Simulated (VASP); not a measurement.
# GW on SnSe2: a test of the settings, part 2 of 3

Aim: test the GW correction to the gap of SnSe2. The starting structure is a measured crystal structure from the Crystallography Open Database. Cell and atoms stay as given.

VASP 6.6.1.

Results so far: G0W0 (response cutoff 100 eV, 4×4×2 mesh) 1.31 eV; G0W0 (response cutoff 160 eV, 4×4×2 mesh) 1.35 eV.

## 4. G0W0 (response cutoff 240 eV, 4×4×2 mesh)

Level of this step: G0W0 on LDA; plane waves and PAW (Sn_d_GW, Se_GW) (VASP).

It reads the orbitals and their derivatives (WAVECAR and WAVEDER) of a run with the empty bands, which follows a ground-state run; neither is shown.

INCAR reads:

```
SYSTEM = SnSe2
PREC = Accurate
ENCUT = 300
ISMEAR = 0
SIGMA = 0.01
LREAL = .FALSE.
GGA = CA
NBANDS = 656
ALGO = EVGW0
NELMGW = 1
ENCUTGW = 240
NOMEGA = 40
PRECFOCK = Fast
NBANDSGW = 24
LWAVE = .FALSE.
LCHARG = .FALSE.
```

POSCAR reads:

```
SnSe2
1.0
    3.8108000000      0.0000000000      0.0000000000
   -1.9054000000      3.3002496087      0.0000000000
    0.0000000000      0.0000000000      6.1410000000
Sn Se
1 2
Direct
    0.0000000000      0.0000000000      0.0000000000
    0.6666666667      0.3333333333      0.7508000000
    0.3333333333      0.6666666667      0.2492000000
```

KPOINTS reads:

```
Automatic mesh
0
Gamma
4 4 2
0 0 0
```

The projector-augmented-wave data sets are Sn_d_GW and Se_GW (LDA family, release 64).

Command:

```bash
mpirun -np 4 vasp_std
```

Log:

```text
[banner, memory and clock lines left out]
running    4 mpi-ranks, on    1 nodes
[...]
|                                                                             |
|           W    W    AA    RRRRR   N    N  II  N    N   GGGG   !!!           |
|           W    W   A  A   R    R  NN   N  II  NN   N  G    G  !!!           |
|           W    W  A    A  R    R  N N  N  II  N N  N  G       !!!           |
|           W WW W  AAAAAA  RRRRR   N  N N  II  N  N N  G  GGG   !            |
|           WW  WW  A    A  R   R   N   NN  II  N   NN  G    G                |
|           W    W  A    A  R    R  N    N  II  N    N   GGGG   !!!           |
|                                                                             |
|     The default for ENCUTGWSOFT is different in this version of VASP.       |
|     please manually set ENCUTGWSOFT =240 in the INCAR file.                 |
|                                                                             |

 LDA part: xc-table for (Slater(with rela. corr.)+CA(PZ))
[...]
total number of BLAS operations      11875.37 Gflops
NQ=   4    0.2500    0.2500    0.0000,
|.........|.........|.........|.........|.........|.........|.........|.........
 performed       5034000 updates of chi_q(r,r)
 total number of BLAS operations      17202.23 Gflops
NQ=   5    0.0000    0.0000    0.5000,
|.........|.........|.........|.........|.........|.........|.........|.........
 performed       5820000 updates of chi_q(r,r)
 total number of BLAS operations      19878.28 Gflops
NQ=   6    0.2500    0.0000    0.5000,
|.........|.........|.........|.........|.........|.........|.........|.........
 performed       7362000 updates of chi_q(r,r)
 total number of BLAS operations      25156.61 Gflops
NQ=   7    0.5000    0.0000    0.5000,
|.........|.........|.........|.........|.........|.........|.........|.........
 performed       8526000 updates of chi_q(r,r)
 total number of BLAS operations      29021.07 Gflops
NQ=   8    0.2500    0.2500    0.5000,
|.........|.........|.........|.........|.........|.........|.........|.........
 performed      10068000 updates of chi_q(r,r)
 total number of BLAS operations      34267.17 Gflops
 resolving degeneracies of screened two electron integrals

 calculate QP shifts <psi_nk| G(iteration)W_0 |psi_nk>: iteration 1
 entering main loop
[key lines of the parts left out:]
E-fermi :   3.6515
```

The job ended after 12 min (4 MPI ranks of Intel Xeon Platinum 8375C at 2.90GHz (Ice Lake), shared host; peak memory 2.4 GiB).

From OUTCAR (step 4):

```text
 QP shifts <psi_nk| G(iteration)W_0 |psi_nk>: iteration 1
 for sc-GW calculations column KS-energies equals QP-energies in previous step
 and V_xc(KS)=  KS-energies - (<T + V_ion + V_H > + <T+V_H+V_ion>^1  + <V_x>^1)
 k-point   1 :       0.0000    0.0000    0.0000
  band No.  KS-energies  QP-energies   sigma(KS)   V_xc(KS)     V^pw_x(r,r')   Z            occupation Imag(sigma)
    ...
     10       2.5788       2.0222     -13.2440     -12.4813     -14.6242       0.7297       2.0000      -0.0843
     11       2.9096       2.3894     -13.1761     -12.4582     -14.4417       0.7246       2.0000      -0.0749
     12       2.9096       2.3894     -13.1761     -12.4582     -14.4417       0.7246       2.0000      -0.0749
     13       3.2716       2.7183     -13.3387     -12.5785     -14.7129       0.7278       2.0000      -0.0949
     14       4.1604       4.3654     -11.4441     -11.7124      -7.6939       0.7639       0.0000      -0.2913
     15       6.0623       6.2897     -10.1653     -10.4597      -5.7875       0.7728       0.0000      -0.3159
     16       7.8038       8.0537     -11.1040     -11.4335      -6.2723       0.7583       0.0000      -0.3786
     17       7.8038       8.0537     -11.1040     -11.4335      -6.2723       0.7583       0.0000      -0.3786
    ...

[... 1 part as in an earlier step ...]

[... 2 further parts left out ...]
[key lines of the parts left out:]
E-fermi :   3.6515
```

G0W0 (response cutoff 240 eV, 4×4×2 mesh): the quasiparticle gap on this mesh is 1.372 eV, +0.612 eV from the LDA gap on the same points, with 656 bands.

## 5. GW0 with iterated eigenvalues (response cutoff 160 eV, 4×4×2 mesh)

It reads the orbitals and their derivatives (WAVECAR and WAVEDER) of a run with the empty bands, which follows a ground-state run; neither is shown.

INCAR, as its differences from that of step 4:

```diff
@@ -7,6 +7,6 @@
 GGA = CA
-NBANDS = 656
+NBANDS = 356
 ALGO = EVGW0
-NELMGW = 1
-ENCUTGW = 240
+NELMGW = 4
+ENCUTGW = 160
 NOMEGA = 40
```

POSCAR is that of step 4.

KPOINTS is that of step 4.

Command:

```bash
mpirun -np 4 vasp_std
```

Log:

```text
[banner, memory and clock lines left out]
running    4 mpi-ranks, on    1 nodes
[...]
[... a notice as in an earlier step ...]

 LDA part: xc-table for (Slater(with rela. corr.)+CA(PZ))
 , standard interpolation
 found WAVECAR, reading the header
 POSCAR, INCAR and KPOINTS ok, starting setup
[...]
reading WAVECAR
 the WAVECAR file was read successfully
 initial charge from wavefunction
 available memory per node:    190.51 GB, setting MAXMEM to    195087

 The Fermi energy was updated, please check that it is located mid-gap
 values below the HOMO (VB) or above the LUMO (CB) will cause erroneous energies
 E-fermi :   3.6515

 calculate exact exchange contribution
 the WAVEDER file was read successfully
 [... a notice as in an earlier step ...]

energies w=
    0.000    0.000    0.388    0.000    0.773    0.000    1.154    0.000
    1.528    0.000    1.895    0.000    2.254    0.000    2.605    0.000
    2.948    0.000    3.284    0.000    3.615    0.000    3.940    0.000
[...]
total number of BLAS operations       1808.97 Gflops
NQ=   4    0.2500    0.2500    0.0000,
|.........|.........|.........|.........|.........|.........|.........|.........
 performed       2713000 updates of chi_q(r,r)
 total number of BLAS operations       2681.40 Gflops
NQ=   5    0.0000    0.0000    0.5000,
|.........|.........|.........|.........|.........|.........|.........|.........
 performed       3135000 updates of chi_q(r,r)
 total number of BLAS operations       3062.61 Gflops
NQ=   6    0.2500    0.0000    0.5000,
|.........|.........|.........|.........|.........|.........|.........|.........
 performed       3967000 updates of chi_q(r,r)
 total number of BLAS operations       3832.22 Gflops
NQ=   7    0.5000    0.0000    0.5000,
|.........|.........|.........|.........|.........|.........|.........|.........
 performed       4594000 updates of chi_q(r,r)
 total number of BLAS operations       4511.65 Gflops
NQ=   8    0.2500    0.2500    0.5000,
|.........|.........|.........|.........|.........|.........|.........|.........
 performed       5426000 updates of chi_q(r,r)
 total number of BLAS operations       5413.24 Gflops
 resolving degeneracies of screened two electron integrals

 calculate QP shifts <psi_nk| G(iteration)W_0 |psi_nk>: iteration 4
 entering main loop
```

Wall time 17 min (4 MPI ranks); peak memory 1.2 GiB.

Parts of OUTCAR (step 5):

```text
 QP shifts <psi_nk| G(iteration)W_0 |psi_nk>: iteration 2
 k-point   1 :       0.0000    0.0000    0.0000
  band No. old QP-enery  QP-energies   sigma(KS)   T+V_ion+V_H  V^pw_x(r,r')   Z            occupation Imag(sigma)
    ...
     10       2.1454       2.0595     -13.0316      15.0601     -14.6242       0.7345       2.0000       0.0145
     11       2.5132       2.4330     -12.9646      15.3678     -14.4417       0.7285       2.0000       0.0389
     12       2.5132       2.4330     -12.9646      15.3678     -14.4417       0.7285       2.0000       0.0389
     13       2.8490       2.7653     -13.1158      15.8501     -14.7129       0.7300       2.0000       0.0262
     14       4.4931       4.5186     -11.3465      15.8728      -7.6939       0.7680       0.0000      -0.2073
     15       6.3821       6.4267     -10.0823      16.5219      -5.7875       0.7744       0.0000      -0.2540
     16       8.1628       8.2099     -11.0125      19.2373      -6.2723       0.7592       0.0000      -0.3237
     17       8.1628       8.2099     -11.0125      19.2373      -6.2723       0.7592       0.0000      -0.3237
    ...

 QP shifts <psi_nk| G(iteration)W_0 |psi_nk>: iteration 3
 k-point   1 :       0.0000    0.0000    0.0000
  band No. old QP-enery  QP-energies   sigma(KS)   T+V_ion+V_H  V^pw_x(r,r')   Z            occupation Imag(sigma)
    ...
     10       2.0595       2.0421     -13.0242      15.0601     -14.6242       0.7349       2.0000       0.0146
     11       2.4330       2.4158     -12.9583      15.3678     -14.4417       0.7291       2.0000       0.0389
     12       2.4330       2.4158     -12.9583      15.3678     -14.4417       0.7291       2.0000       0.0389
     13       2.7653       2.7478     -13.1087      15.8501     -14.7129       0.7304       2.0000       0.0265
     14       4.5186       4.5180     -11.3550      15.8728      -7.6939       0.7686       0.0000      -0.2082
     15       6.4267       6.4311     -10.0895      16.5219      -5.7875       0.7728       0.0000      -0.2549
     16       8.2099       8.2138     -11.0223      19.2373      -6.2723       0.7594       0.0000      -0.3254
     17       8.2099       8.2138     -11.0223      19.2373      -6.2723       0.7594       0.0000      -0.3254
    ...

 QP shifts <psi_nk| G(iteration)W_0 |psi_nk>: iteration 4
 k-point   1 :       0.0000    0.0000    0.0000
  band No. old QP-enery  QP-energies   sigma(KS)   T+V_ion+V_H  V^pw_x(r,r')   Z            occupation Imag(sigma)
    ...
     10       2.0421       2.0383     -13.0231      15.0601     -14.6242       0.7348       2.0000       0.0146
     11       2.4158       2.4120     -12.9573      15.3678     -14.4417       0.7291       2.0000       0.0388
     12       2.4158       2.4120     -12.9573      15.3678     -14.4417       0.7291       2.0000       0.0388
     13       2.7478       2.7439     -13.1076      15.8501     -14.7129       0.7296       2.0000       0.0266
     14       4.5180       4.5168     -11.3563      15.8728      -7.6939       0.7688       0.0000      -0.2084
     15       6.4311       6.4305     -10.0916      16.5219      -5.7875       0.7729       0.0000      -0.2553
     16       8.2138       8.2140     -11.0233      19.2373      -6.2723       0.7600       0.0000      -0.3257
     17       8.2138       8.2140     -11.0233      19.2373      -6.2723       0.7600       0.0000      -0.3257
    ...

[... 3 parts as in an earlier step ...]

[... 1 further part left out ...]
[key lines of the parts left out:]
E-fermi :   3.6515
```

GW0 with iterated eigenvalues (response cutoff 160 eV, 4×4×2 mesh): the quasiparticle gap on this mesh is 1.457 eV, +0.698 eV from the LDA gap on the same points, with 356 bands.

## 6. G0W0 (response cutoff 100 eV, 5×5×3 mesh)

It reads the orbitals and their derivatives (WAVECAR and WAVEDER) of a run with the empty bands, which follows a ground-state run; neither is shown.

INCAR, as its differences from that of step 5:

```diff
@@ -7,6 +7,6 @@
 GGA = CA
-NBANDS = 356
+NBANDS = 176
 ALGO = EVGW0
-NELMGW = 4
-ENCUTGW = 160
+NELMGW = 1
+ENCUTGW = 100
 NOMEGA = 40
```

POSCAR is that of step 5.

KPOINTS reads:

```
Automatic mesh
0
Gamma
5 5 3
0 0 0
```

Command:

```bash
mpirun -np 4 vasp_std
```

Log:

```text
[banner, memory and clock lines left out]
running    4 mpi-ranks, on    1 nodes
[...]
[... a notice as in an earlier step ...]

 LDA part: xc-table for (Slater(with rela. corr.)+CA(PZ))
 , standard interpolation
 found WAVECAR, reading the header
 POSCAR, INCAR and KPOINTS ok, starting setup
[...]
reading WAVECAR
 the WAVECAR file was read successfully
 initial charge from wavefunction
 available memory per node:    189.89 GB, setting MAXMEM to    194450

 The Fermi energy was updated, please check that it is located mid-gap
 values below the HOMO (VB) or above the LUMO (CB) will cause erroneous energies
 E-fermi :   3.5980

 calculate exact exchange contribution
 the WAVEDER file was read successfully
 [... a notice as in an earlier step ...]

energies w=
    0.000    0.000    0.387    0.000    0.772    0.000    1.152    0.000
    1.526    0.000    1.892    0.000    2.251    0.000    2.601    0.000
    2.944    0.000    3.280    0.000    3.610    0.000    3.935    0.000
[...]
total number of BLAS operations       1260.64 Gflops
NQ=   8    0.0000    0.2000    0.3333,
|.........|.........|.........|.........|.........|.........|.........|.........
 performed       6031000 updates of chi_q(r,r)
 total number of BLAS operations       1464.18 Gflops
NQ=   9    0.4000    0.0000    0.3333,
|.........|.........|.........|.........|.........|.........|.........|.........
 performed       6881000 updates of chi_q(r,r)
 total number of BLAS operations       1674.83 Gflops
NQ=  10    0.0000    0.4000    0.3333,
|.........|.........|.........|.........|.........|.........|.........|.........
 performed       7731000 updates of chi_q(r,r)
 total number of BLAS operations       1885.49 Gflops
NQ=  11    0.2000    0.2000    0.3333,
|.........|.........|.........|.........|.........|.........|.........|.........
 performed       8682000 updates of chi_q(r,r)
 total number of BLAS operations       2110.67 Gflops
NQ=  12    0.4000    0.2000    0.3333,
|.........|.........|.........|.........|.........|.........|.........|.........
 performed       9633000 updates of chi_q(r,r)
 total number of BLAS operations       2354.55 Gflops
 resolving degeneracies of screened two electron integrals

 calculate QP shifts <psi_nk| G(iteration)W_0 |psi_nk>: iteration 1
 entering main loop
```

Run time: 5.7 min. Hardware: 4 MPI ranks; peak memory 0.93 GiB.

OUTCAR, selected parts (step 6):

```text
 QP shifts <psi_nk| G(iteration)W_0 |psi_nk>: iteration 1
 for sc-GW calculations column KS-energies equals QP-energies in previous step
 and V_xc(KS)=  KS-energies - (<T + V_ion + V_H > + <T+V_H+V_ion>^1  + <V_x>^1)
 k-point   1 :       0.0000    0.0000    0.0000
  band No.  KS-energies  QP-energies   sigma(KS)   V_xc(KS)     V^pw_x(r,r')   Z            occupation Imag(sigma)
    ...
     10       2.5695       2.3306     -12.8034     -12.4791     -14.4978       0.7368       2.0000       0.1872
     11       2.8992       2.6960     -12.7339     -12.4559     -14.3096       0.7310       2.0000       0.1759
     12       2.8992       2.6960     -12.7339     -12.4559     -14.3096       0.7310       2.0000       0.1759
     13       3.2658       3.0351     -12.8954     -12.5807     -14.6255       0.7332       2.0000       0.1777
     14       4.1575       4.6952     -11.0187     -11.7147      -7.9306       0.7726       0.0000      -0.0092
     15       6.0618       6.5443      -9.8471     -10.4664      -5.9243       0.7790       0.0000      -0.0640
     16       7.7996       8.3614     -10.6986     -11.4331      -6.2984       0.7648       0.0000      -0.1184
     17       7.7996       8.3614     -10.6986     -11.4331      -6.2984       0.7648       0.0000      -0.1184
    ...

[... 1 part as in an earlier step ...]

[... 2 further parts left out ...]
[key lines of the parts left out:]
E-fermi :   3.5980
```

G0W0 (response cutoff 100 eV, 5×5×3 mesh): the quasiparticle gap on this mesh is 1.288 eV, +0.624 eV from the LDA gap on the same points, with 176 bands.

(Continued in part 3 of 3.)

[Lines on the potential files, build, host, timing and source positions are cut from VASP's logs without a mark.]

[Logs are printed without paths, hosts, clocks, repeated set-up lines and the standing remarks that a program may print on its own settings, such as how far it seeks lower states.]

[Hosts, paths, dates, database ids (printed as entryN), source tags and the programs' standing remarks are cut or masked in the printed files.]
